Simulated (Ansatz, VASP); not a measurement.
# Cross-check of HfMn2 between VASP and Ansatz, part 2 of 2

One calculation is typed for both programs; each brings its own data sets. How far apart do they land?  Valence electrons are named where the data sets of a main pair hold unlike numbers.

VASP 6.6.1 and Ansatz 0.2.0.

So far. Step 2 (Ansatz: single point, LDA): The run ends at a pressure of 1.38 GPa, with forces up to 0.041 eV/Å.

## 3. VASP: single point, LDA

Level of this step: LDA, spin-polarised from an antiferromagnetic start; plane waves and PAW (Hf, Mn) (VASP).

The same cell, functional (in two slightly different forms), mesh and smearing now go to VASP, with its own data sets.

Lines of VASP's logs that name or quote its potential files are left out, and so is its time.

File INCAR:

```
SYSTEM = HfMn2
PREC = Normal
ENCUT = 350
EDIFF = 1E-06
NELM = 150
ISMEAR = 1
SIGMA = 0.1
LREAL = .FALSE.
ALGO = Normal
GGA = CA
NBANDS = 62
ISPIN = 2
MAGMOM = 0 0 0 0 4 4 4 4 -4 -4 -4 -4
LMAXMIX = 4
LORBIT = 11
LWAVE = .FALSE.
LCHARG = .FALSE.
KPAR = 2
AMIX = 0.2
BMIX = 1E-04
AMIX_MAG = 0.8
BMIX_MAG = 1E-04
```

File POSCAR:

```
HfMn2
1.0
    4.7473170763      0.0000000000      0.0000000000
   -2.3736585381      4.1112971879      0.0000000000
    0.0000000000      0.0000000000      8.0122763094
Hf Mn
4 8
Direct
    0.6666666667      0.3333333333      0.9354599825
    0.3333333333      0.6666666667      0.4354599825
    0.6666666667      0.3333333333      0.5645400175
    0.3333333333      0.6666666667      0.0645400175
    0.0000000000      0.0000000000      0.5000000000
    0.0000000000      0.0000000000      0.0000000000
    0.6583095565      0.8291547783      0.7500000000
    0.8291547783      0.1708452218      0.2500000000
    0.1708452218      0.3416904435      0.7500000000
    0.3416904435      0.1708452218      0.2500000000
    0.1708452218      0.8291547783      0.7500000000
    0.8291547783      0.6583095565      0.2500000000
```

File KPOINTS:

```
Automatic mesh
0
Gamma
4 4 2
0 0 0
```

PAW data sets: Hf and Mn (LDA family, release 64).

Run with:

```sh
$ mpirun -np 2 vasp_std
```

Numbers of over 12 decimals in the logs are rounded to 6 here.

The program printed:

```text
[banner, memory and clock lines left out]
running    2 mpi-ranks, on    1 nodes
 distrk:  each k-point on    1 cores,    2 groups
 distr:  one band on    1 cores,    1 groups

 POSCAR found type information on POSCAR HfMn
 POSCAR found :  2 types and      12 ions
 LDA part: xc-table for (Slater(with rela. corr.)+CA(PZ))
 , standard interpolation
 POSCAR, INCAR and KPOINTS ok, starting setup
 FFT: planning ... GRIDC
 FFT: planning ... GRID_SOFT
 FFT: planning ... GRID
 WAVECAR not read
 entering main loop
       N       E                     dE             d eps       ncg     rms          rms(c)
DAV:   1     0.551311733764E+03    0.55131E+03   -0.19525E+04  3488   0.983E+02
DAV:   2    -0.715863550017E+02   -0.62290E+03   -0.58513E+03  3472   0.316E+02
DAV:   3    -0.132945763578E+03   -0.61359E+02   -0.52053E+02  5224   0.129E+02
DAV:   4    -0.138203075614E+03   -0.52573E+01   -0.49891E+01  5418   0.412E+01
DAV:   5    -0.138460475048E+03   -0.25740E+00   -0.25404E+00  5584   0.918E+00    0.580E+01
DAV:   6    -0.133182291885E+03    0.52782E+01   -0.55605E+01  5328   0.817E+01    0.232E+01
DAV:   7    -0.130377865245E+03    0.28044E+01   -0.14999E+01  5892   0.460E+01    0.292E+01
DAV:   8    -0.130952437241E+03   -0.57457E+00   -0.14099E+01  6272   0.442E+01    0.265E+01
DAV:   9    -0.127654284218E+03    0.32982E+01   -0.88491E+00  5660   0.377E+01    0.681E+00
DAV:  10    -0.127674252291E+03   -0.19968E-01   -0.10474E+00  5002   0.114E+01    0.451E+00
DAV:  11    -0.127676507147E+03   -0.22549E-02   -0.30866E-01  5330   0.943E+00    0.428E+00
DAV:  12    -0.127597467451E+03    0.79040E-01   -0.18338E-01  6320   0.582E+00    0.161E+00
DAV:  13    -0.127598371559E+03   -0.90411E-03   -0.47064E-02  5666   0.256E+00    0.124E+00
DAV:  14    -0.127594898008E+03    0.34736E-02   -0.27822E-02  5368   0.237E+00    0.845E-01
[...]
DAV:  18    -0.127592256646E+03   -0.26399E-04   -0.16321E-04  6360   0.105E-01    0.456E-02
DAV:  19    -0.127592270072E+03   -0.13427E-04   -0.38364E-05  5160   0.552E-02    0.335E-02
DAV:  20    -0.127592281963E+03   -0.11891E-04   -0.24206E-05  6202   0.456E-02    0.204E-02
DAV:  21    -0.127592290447E+03   -0.84839E-05   -0.16818E-05  5484   0.417E-02    0.153E-02
DAV:  22    -0.127592296658E+03   -0.62110E-05   -0.15198E-05  5804   0.387E-02    0.116E-02
DAV:  23    -0.127592300327E+03   -0.36691E-05   -0.11589E-05  5748   0.370E-02    0.727E-03
DAV:  24    -0.127592301613E+03   -0.12860E-05   -0.40311E-06  3768   0.232E-02    0.508E-03
DAV:  25    -0.127592302174E+03   -0.56084E-06   -0.25628E-06  3044   0.142E-02
   1 F= -.12759230E+03 E0= -.12759290E+03  d E =0.178876E-02  mag=     0.0015
```

OUTCAR, selected parts (step 3):

```text
ion  position               nearest neighbor table
   1  0.667  0.333  0.935-   6 2.79   6 2.79   6 2.79   7 2.80  11 2.80   9 2.80   9 2.80  11 2.80
                             7 2.80   8 2.85  12 2.85  10 2.85   4 2.93   4 2.93   4 2.93   3 2.97
   2  0.333  0.667  0.435-   5 2.79   5 2.79   5 2.79  12 2.80   8 2.80  10 2.80  10 2.80   8 2.80
                            12 2.80  11 2.85   9 2.85   7 2.85   3 2.93   3 2.93   3 2.93   4 2.97
   3  0.667  0.333  0.565-   5 2.79   5 2.79   5 2.79   7 2.80  11 2.80   9 2.80   9 2.80  11 2.80
                             7 2.80   8 2.85  12 2.85  10 2.85   2 2.93   2 2.93   2 2.93   1 2.97
   4  0.333  0.667  0.065-   6 2.79   6 2.79   6 2.79  12 2.80   8 2.80  10 2.80  10 2.80   8 2.80
                            12 2.80  11 2.85   9 2.85   7 2.85   1 2.93   1 2.93   1 2.93   2 2.97
   5  0.000  0.000  0.500-  11 2.45   8 2.45   9 2.45  12 2.45   7 2.45  10 2.45   2 2.79   3 2.79
                             2 2.79   3 2.79   3 2.79   2 2.79
   6  0.000  0.000  0.000-  11 2.45   8 2.45   9 2.45  12 2.45   7 2.45  10 2.45   1 2.79   4 2.79
                             4 2.79   1 2.79   1 2.79   4 2.79
   7  0.658  0.829  0.750-  11 2.31   9 2.31   9 2.43  11 2.43   5 2.45   6 2.45   1 2.80   3 2.80
                             1 2.80   3 2.80   2 2.85   4 2.85
   8  0.829  0.171  0.250-  12 2.31  10 2.31  10 2.43  12 2.43   6 2.45   5 2.45   2 2.80   4 2.80
                             4 2.80   2 2.80   3 2.85   1 2.85
   9  0.171  0.342  0.750-   7 2.31  11 2.31  11 2.43   7 2.43   5 2.45   6 2.45   1 2.80   3 2.80
                             3 2.80   1 2.80   2 2.85   4 2.85
  10  0.342  0.171  0.250-  12 2.31   8 2.31   8 2.43  12 2.43   5 2.45   6 2.45   2 2.80   4 2.80
                             2 2.80   4 2.80   3 2.85   1 2.85
  11  0.171  0.829  0.750-   7 2.31   9 2.31   9 2.43   7 2.43   6 2.45   5 2.45   1 2.80   3 2.80
                             3 2.80   1 2.80   4 2.85   2 2.85
  12  0.829  0.658  0.250-   8 2.31  10 2.31  10 2.43   8 2.43   5 2.45   6 2.45   4 2.80   2 2.80
                             2 2.80   4 2.80   3 2.85   1 2.85

  LATTYP: Found a hexagonal cell.
 ALAT       =     4.7473170763
 C/A-ratio  =     1.6877482967

 Subroutine GETGRP returns: Found 24 space group operations
 (whereof 12 operations were pure point group operations)

The static configuration has the point symmetry D_3d.
 The point group associated with its full space group is D_6h.

 Found     14 irreducible k-points:

   k-points           NKPTS =     14   k-points in BZ     NKDIM =     14   number of bands    NBANDS=     62

   dimension x,y,z NGX =    24 NGY =   24 NGZ =   40
   dimension x,y,z NGXF=    48 NGYF=   48 NGZF=   80

   ENCUT  =  350.0 eV  25.72 Ry    5.07 a.u.   7.24  7.24 12.22*2*pi/ulx,y,z

   NELECT =      72.0000    total number of electrons

 k-points in reciprocal lattice and weights: Automatic mesh
   0.00000000  0.00000000  0.00000000       0.031
   0.25000000 -0.00000000  0.00000000       0.125
   0.00000000  0.25000000  0.00000000       0.062
   0.50000000 -0.00000000  0.00000000       0.062
   0.00000000  0.50000000  0.00000000       0.031
   0.25000000  0.25000000  0.00000000       0.125
   0.50000000  0.25000000  0.00000000       0.062
   0.00000000  0.00000000  0.50000000       0.031
   0.25000000 -0.00000000  0.50000000       0.125
[...]
0.25000000  0.25000000  0.50000000       0.125
   0.50000000  0.25000000  0.50000000       0.062

 average (electrostatic) potential at core
       1 -33.4823       2 -33.4823       3 -33.4823       4 -33.4823       5 -43.0377
       6 -43.0377       7 -43.1954       8 -43.1954       9 -43.1954      10 -43.1954
      11 -43.1954      12 -43.1954

 E-fermi :   6.8838

 spin component 1
 k-point     1 :       0.0000    0.0000    0.0000
  band No.  band energies     occupation
    ...
     28       5.9950      1.00000
     29       6.6473      1.00207
     30       6.6473      1.00207
     31       6.7334      1.02744
     32       6.8773      0.55537
     33       6.9259      0.17663
     34       6.9260      0.17576
     35       7.0500     -0.02024
     36       7.0502     -0.02015
     37       7.2411     -0.00000
    ...

 k-point     2 :       0.2500   -0.0000    0.0000
  band No.  band energies     occupation
    ...
     31       6.1149      1.00000
     32       6.1987      1.00000
     33       6.5414      1.00001
     34       6.7520      1.03428
     35       6.8589      0.70360
     36       6.9144      0.25408
     37       7.1214     -0.00198
     38       7.2539     -0.00000
     39       7.2680     -0.00000
     40       7.2868     -0.00000
    ...

 k-point     3 :       0.0000    0.2500    0.0000
  band No.  band energies     occupation
    ...
     31       6.1148      1.00000
     32       6.1987      1.00000
     33       6.5414      1.00001
     34       6.7521      1.03429
     35       6.8588      0.70445
     36       6.9145      0.25369
     37       7.1215     -0.00197
     38       7.2539     -0.00000
     39       7.2682     -0.00000
     40       7.2869     -0.00000
    ...

 k-point     4 :       0.5000   -0.0000    0.0000
  band No.  band energies     occupation
    ...
     31       5.5231      1.00000
     32       5.6999      1.00000
     33       5.7503      1.00000
     34       5.9233      1.00000
     35       6.7518      1.03422
     36       7.1261     -0.00162
     37       7.1467     -0.00064
     38       7.2585     -0.00000
     39       7.3852     -0.00000
     40       7.3984     -0.00000
    ...

 k-point     5 :       0.0000    0.5000    0.0000
  band No.  band energies     occupation
    ...
     31       5.5231      1.00000
     32       5.6998      1.00000
     33       5.7499      1.00000
     34       5.9235      1.00000
     35       6.7516      1.03418
     36       7.1261     -0.00162
     37       7.1468     -0.00064
     38       7.2587     -0.00000
     39       7.3854     -0.00000
     40       7.3986     -0.00000
    ...

 k-point     6 :       0.2500    0.2500    0.0000
  band No.  band energies     occupation
    ...
     32       5.7722      1.00000
     33       5.8850      1.00000
     34       6.0570      1.00000
     35       6.6299      1.00097
     36       6.8713      0.60512
     37       6.8896      0.45107
     38       7.0314     -0.02872
     39       7.1237     -0.00180
     40       7.2334     -0.00000
     41       7.5385     -0.00000
    ...

  Total       -0.1749623     -0.1752661     -0.0491840     -0.0000000      0.0000000      0.0000000
  in kB       -1.7925531     -1.7956662     -0.5039085     -0.0000000      0.0000000      0.0000000
  external PRESSURE =      -1.3640426 kB  Pullay stress =       0.0000000 kB

  energy-cutoff  :      350.00
  volume of cell :      156.38
      direct lattice vectors                 reciprocal lattice vectors
     4.747317076  0.000000000  0.000000000     0.210645294  0.121616117  0.000000000
    -2.373658538  4.111297188  0.000000000     0.000000000  0.243232234  0.000000000
     0.000000000  0.000000000  8.012276309     0.000000000  0.000000000  0.124808477

 POSITION                                       TOTAL-FORCE (eV/Angst)
 -----------------------------------------------------------------------------------
      2.37366      1.37043      7.49516         0.000016     -0.000001     -0.015321
     -0.00000      2.74086      3.48903         0.000016      0.000001     -0.015321
      2.37366      1.37043      4.52325         0.000016     -0.000001      0.015321
     -0.00000      2.74086      0.51711         0.000016      0.000001      0.015321
      0.00000      0.00000      4.00614        -0.000067      0.000000     -0.000000
      0.00000      0.00000      0.00000        -0.000067      0.000000     -0.000000
      1.15707      3.40890      6.00921         0.012776      0.007367     -0.000000
      3.53073      0.70240      2.00307         0.012776     -0.007367     -0.000000
      0.00000      1.40479      6.00921         0.000012     -0.014730     -0.000000
      1.21658      0.70240      2.00307        -0.012753     -0.007367      0.000000
     -1.15707      3.40890      6.00921        -0.012753      0.007367     -0.000000
      2.37366      2.70651      2.00307         0.000012      0.014730     -0.000000
 -----------------------------------------------------------------------------------
    total drift:                               -0.000049     -0.000000     -0.000000

  FREE ENERGIE OF THE ION-ELECTRON SYSTEM (eV)
  ---------------------------------------------------
  free  energy   TOTEN  =      -127.5923021738 eV

  energy  without entropy=     -127.5940909382  energy(sigma->0) =     -127.59289843

 total charge
# of ion       s       p       d       tot
------------------------------------------
    1        0.630   0.692   2.293   3.615
    2        0.630   0.692   2.293   3.615
    3        0.630   0.692   2.293   3.615
    4        0.630   0.692   2.293   3.615
    5        0.443   0.469   5.156   6.068
    6        0.443   0.469   5.156   6.068
    7        0.463   0.474   5.167   6.104
    8        0.463   0.474   5.167   6.104
    9        0.463   0.474   5.167   6.104
   10        0.463   0.474   5.167   6.104
   11        0.463   0.474   5.167   6.104
   12        0.463   0.474   5.167   6.104
--------------------------------------------------
tot          6.186   6.551  50.483  63.220

 magnetization (x)
# of ion       s       p       d       tot
------------------------------------------
    1       -0.000  -0.000  -0.000  -0.000
    2       -0.000  -0.000  -0.000  -0.000
    3       -0.000  -0.000  -0.000  -0.000
    4       -0.000  -0.000  -0.000  -0.000
    5        0.000   0.000   0.002   0.002
    6        0.000   0.000   0.002   0.002
    7       -0.000  -0.000   0.000   0.000
    8       -0.000  -0.000   0.000   0.000
    9        0.000   0.000   0.001   0.001
   10       -0.000  -0.000  -0.000  -0.000
   11       -0.000  -0.000  -0.000  -0.000
   12        0.000   0.000   0.001   0.001
--------------------------------------------------
tot         -0.000  -0.000   0.005   0.005

[... 6 further parts left out ...]
```

The moments of VASP's start collapse, so its state is non-magnetic. The data sets Hf and Mn keep the semicore shell frozen, which is cheaper and a little less accurate.

## 4. Comparison

Known differences besides the potentials themselves: the two LDA forms differ slightly; the data sets hold 224 valence electrons in Ansatz (on its default PAW (the set named soft_2) files) and 72 in VASP; the cutoff is 420 eV in Ansatz and 350 eV in VASP (PREC = Normal); VASP's log shows a relativistic correction to its local exchange, Ansatz's none. Total energies have different zeros and are not compared.

Compared:

```csv
quantity,Ansatz,VASP,difference
pressure (GPa),1.38,-0.14,+1.51
pressure without Ansatz's Pulay correction (GPa),1.30,-0.14,+1.44
```

At this near-relaxed geometry the largest component of a force difference is 26 meV/Å. Ansatz's pressure holds a Pulay correction of 0.08 GPa; VASP's holds none.

## 5. What the set-up changes

Further runs change the set-up of one program: Ansatz's method, potentials or start, or VASP's data sets, cutoff or form of LDA. The table gives Ansatz less VASP for each quantity, since a change that brings one quantity closer may part another.

```csv
run,r.m.s. force difference (meV/Å),pressure (GPa),pressure without Ansatz's Pulay correction (GPa)
as above,11,1.5,1.4
cores kept as stored,11,1.6,1.5
Ansatz's larger PAW set (cutoff 780 eV),11,1.6,
norm-conserving potentials (cutoff 1306 eV),2.2,-0.58,
```

## 6. Outcome

```
difference in pressure (single point, LDA)  : 1.5 GPa
r.m.s. force difference (single point, LDA) : 11 meV/Å
```

The difference in pressure is 1.5 GPa (single point, LDA), beyond the 1 GPa picked in this series as the mark of a large difference. The data sets hold unlike numbers of valence electrons (224 in Ansatz and 72 in VASP), so part of the differences comes from the potentials. Single point, LDA, norm-conserving potentials (cutoff 1306 eV): r.m.s. force difference goes from 11 to 2.2 meV/Å; the difference in pressure goes from 1.5 to -0.58 GPa. 1 further run of this series is not shown here. How closely two codes agree says nothing of how well the functional describes the real material.

[Lines on the potential files, build, host, timing and source positions are cut from VASP's logs without a mark.]

[Logs are printed without paths, hosts, clocks, repeated set-up lines and the standing remarks that a program may print on its own settings, such as how far it seeks lower states.]

[Hosts, paths, dates, database ids (printed as entryN), source tags and the programs' standing remarks are cut or masked in the printed files.]
